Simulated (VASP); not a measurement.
Here is the system:

```
CELL_PARAMETERS angstrom
      2.90136     0.00000     0.00000
      0.00000     2.90136     0.00000
      0.00000     0.00000     2.90136
ATOMIC_POSITIONS crystal
  Ag 0.00000 0.00000 0.00000
  B  0.50000 0.50000 0.50000
```

Level of theory: r2SCAN meta-GGA, VASP's PBE PAW potentials (set 64) (plane waves; VASP). Settings: 520 eV cut-off, 11×11×11 Γ-centred mesh, first-order Methfessel-Paxton smearing of 0.10 eV, potentials Ag B.

**Question.** Estimate the energy per atom (σ→0), band gap (on the k-mesh) with the smallest direct gap where there is one.

**Answer.** 
The band gap (on the k-mesh) is none (metal, semimetal or under 0.01 eV) and the energy per atom (σ→0) is -12.895 eV/atom.

The absolute energy has meaning only against runs of the same code, potentials and settings.

The structure was generated: AgB was put into the CsCl type (Pm-3m), which need not be its known phase. It was relaxed first. The start is the result of an earlier pass.
